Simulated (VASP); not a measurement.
Write the native input for VASP 6.6.1 that does the following.

```yaml
Task: relaxation of cell and atoms
Functional: PBE
Potentials_or_basis: VASP PAW PBE potentials, release 64 (Nb_sv, B)
Cutoff: 520 eV
k_mesh: 4 × 4 × 3
Occupations: gaussian, width 0.15 eV
Spin: no spin polarisation
Further_INCAR_settings: PREC = Normal; ALGO = Fast; EDIFF = 0.0001; IBRION = 2; EDIFFG = -0.08; NSW = 24; ISIF = 3
```

The structure of Nb3B5 lies in POSCAR:

```
Nb3B5
1.0
    4.2918002700      0.0000000000      0.0000000000
    0.0000000000      4.2918002700      0.0000000000
    0.0000000000      0.0000000000      5.4783443000
Nb B
3 5
Direct
    0.0000000000      0.5000000000      0.0000000000
    0.5000000000      0.0000000000      0.0000000000
    0.0000000000      0.0000000000      0.0000000000
    0.2888546600      0.0000000000      0.5000000000
    0.7111453400      0.0000000000      0.5000000000
    0.0000000000      0.2888546600      0.5000000000
    0.0000000000      0.7111453400      0.5000000000
    0.0000000000      0.0000000000      0.5000000000
```

The cell was built by a generator and needn't be a form met in nature.

The input as run:

INCAR

```
ALGO = Fast ; EDIFF = 1E-4
EDIFFG = -0.08 ; ENCUT = 520
GGA = PE ; IBRION = 2
ISIF = 3 ; ISMEAR = 0
LASPH = T ; LCHARG = F
LREAL = F ; LWAVE = F
NELM = 60 ; NSW = 24
PREC = Normal ; SIGMA = 0.15
```

KPOINTS

```
k-points
0
Gamma
  4 4 3
```

Potentials or basis: VASP PAW PBE potentials, release 64 (Nb_sv, B).

Command:

```bash
$ cat potpaw_PBE.64/Nb_sv/POTCAR potpaw_PBE.64/B/POTCAR > POTCAR
$ mpirun -np 1 vasp_std > vasp.out
```

It gave:

```
Relaxed volume                         : 14.52 Å³/atom
Relaxed cell                           : a = 5.124 Å, b = 5.124 Å, c = 4.423 Å, α = 90.00°, β = 90.00°, γ = 90.00°
Space group after relaxing (to 0.05 Å) : P4/mmm (No. 123)
Energy gained by relaxing              : 1892.2 meV/atom
Ionic steps                            : 18
Pressure after relaxing                : -0.5 GPa
Largest force after relaxing           : 0.007 eV/Å
Band gap on the k mesh                 : none (metal or under the smearing width)
```

Caveat: the k mesh is coarse (spacing up to 0.38 Å⁻¹), so the values aren't converged; the volume moved by over 15 % at a fixed basis, so the end points are rough; the relaxation stopped at a loose force limit of 0.08 eV/Å, so its end isn't a converged minimum.

Wall time 6.8 min on 1 thread of Intel(R) Xeon(R) 6975P-C (Granite Rapids), with other jobs on the host, peak memory 0.18 GiB.
